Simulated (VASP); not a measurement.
SrTiO$_{3}$ (space group Pm-3m): the measured cell of entry 1512124 of the Crystallography Open Database is

```cif
data_O3SrTi
_chemical_formula_sum 'Sr1 Ti1 O3'
_space_group_name_H-M_alt 'Pm-3m'
_space_group_IT_number 221
_space_group_name_Hall '-P 4 2 3'
_cell_length_a 3.89900
_cell_length_b 3.89900
_cell_length_c 3.89900
_cell_angle_alpha 90.000
_cell_angle_beta 90.000
_cell_angle_gamma 90.000
loop_
_atom_site_label
_atom_site_type_symbol
_atom_site_symmetry_multiplicity
_atom_site_Wyckoff_symbol
_atom_site_fract_x
_atom_site_fract_y
_atom_site_fract_z
_atom_site_occupancy
Sr1 Sr 1 b 0.50000 0.50000 0.50000 1
Ti1 Ti 1 a 0.00000 0.00000 0.00000 1
O1 O 3 d 0.00000 0.00000 0.50000 1
```

Method: PBE GGA with D3 dispersion (Becke-Johnson damping), VASP's PBE PAW potentials (set 64) (plane waves; VASP 6.6.1). Numerical set-up: 520 eV cut-off, 6×6×6 Γ-centred mesh, tetrahedra with Blöchl corrections, potentials Sr_sv Ti_sv O.

The calculation is for a static lattice at zero pressure; the measurement, whose temperature isn't given here, holds thermal and zero-point expansion. The entry's conditions were not checked, so it may have been measured under pressure.

**Question.** How far does the relaxed conventional cell lie from the measured one?

**Answer.** 
|  | measured | computed | difference |
|---|---|---|---|
| a (Å) | 3.899 | 3.915 | +0.4 % |
| V (Å³/atom) | 11.85 | 12.00 | +1.2 % |

The structure comes from a measured SrTiO3 entry (Pm-3m) of the Crystallography Open Database, whose conditions weren't checked. It was relaxed first. Symmetry was kept, so distortions that lower it aren't found.
